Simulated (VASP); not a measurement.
These are RPBE GGA, VASP's PBE PAW potentials (set 64) (plane waves; VASP) values and carry that method's errors.

The input files of a VASP run:

KPOINTS:
```
Regular mesh
0
G
 10 10 10
```

**INCAR**
```
SYSTEM = GaN
PREC = Accurate; ENCUT = 520; LREAL = .FALSE.
LASPH = .TRUE.
EDIFF = 1E-7; NELM = 100; ALGO = Normal
LMAXMIX = 4
ISMEAR = 0; SIGMA = 0.05
GGA = RP
ISIF = 2
LWAVE = .FALSE.; LCHARG = .FALSE.
```

POSCAR:
```
GaN
1
    0.0000000000     2.2682596999     2.2682596999
    2.2682596999     0.0000000000     2.2682596999
    2.2682596999     2.2682596999     0.0000000000
Ga N
1 1
Direct
  0.0000000000   0.0000000000   0.0000000000
  0.2500000000   0.2500000000   0.2500000000
```

POTCAR, in this order: Ga_d N (PBE.64 set). Program: vasp_std.

Problem. What does the run give for the energy per atom (σ→0), pressure, band gap (on the k-mesh)?

Solution. 
```yaml
energy per atom (σ→0): -5.662 eV/atom
band gap (on the k-mesh): 1.65 eV
pressure: 5.22 GPa
```

### OSZICAR
```
...
DAV:   8    -0.113285851463E+02   -0.27971E-02   -0.65961E-02  1383   0.442E+00    0.783E-01
DAV:   9    -0.113235322775E+02    0.50529E-02   -0.20953E-02  1824   0.374E+00    0.196E-01
DAV:  10    -0.113241162440E+02   -0.58397E-03   -0.23049E-03  1394   0.819E-01    0.971E-02
DAV:  11    -0.113239983651E+02    0.11788E-03   -0.47219E-04  1743   0.409E-01    0.161E-02
DAV:  12    -0.113240136213E+02   -0.15256E-04   -0.56430E-05  1317   0.979E-02    0.131E-02
DAV:  13    -0.113240131520E+02    0.46933E-06   -0.38025E-06  1476   0.186E-02    0.304E-03
DAV:  14    -0.113240131057E+02    0.46338E-07   -0.27419E-07  1347   0.496E-03
   1 F= -.11324013E+02 E0= -.11324013E+02  d E =-.411514E-13
```

The compound is GaN in the zinc blende structure, a metastable form; wurtzite is the usual one. This cell is one point of a volume scan, at 0.97 of the reference volume.
